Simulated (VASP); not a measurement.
AlB2C2, 5 atoms in the cell. The structure is hexagonal, space group P6/mmm (No. 191). Conventional cell: a = 5.230 Å, b = 5.230 Å, c = 2.806 Å, α = 90.00°, β = 90.00°, γ = 120.00°. Al (site symmetry 6/mmm) is surrounded by 2 Al at 2.81 Å and 6 B at 3.02 Å. B (site symmetry -6m2) is surrounded by 2 C at 1.40 Å. Around C (site symmetry -6m2) lie 2 B at 1.40 Å. The cell was built by a generator and needn't be a form met in nature. The cell isn't the ideal one: random cell by space group and Wyckoff sites (P6/mmm, No. 191).

* Program: VASP 6.6.1
* Task: single point
* Functional: PBE
* Potentials or basis: VASP PAW PBE potentials, release 64 (Al, B, C)
* Cutoff: 520 eV
* k mesh: 6 × 6 × 6
* Occupations: gaussian, width 0.1 eV
* Spin: no spin polarisation
* Dipole correction: no
* Further INCAR settings: ALGO = Normal; EDIFF = 1e-06; NBANDS = 16

Potentials or basis: VASP PAW PBE potentials, release 64 (Al, B, C).

Run with:

```bash
$ cat potpaw_PBE.64/Al/POTCAR potpaw_PBE.64/B/POTCAR potpaw_PBE.64/C/POTCAR > POTCAR
$ mpirun -np 1 vasp_std > vasp.out
```

Hardware: 1 thread of Intel(R) Xeon(R) 6975P-C (Granite Rapids), on a shared host.

Task: Estimate the wall time of this run.

Result: It took 18 s on 1 thread of Intel(R) Xeon(R) 6975P-C (Granite Rapids) (shared host), peak memory 0.19 GiB. Counts: scf iterations 14, k points 28.
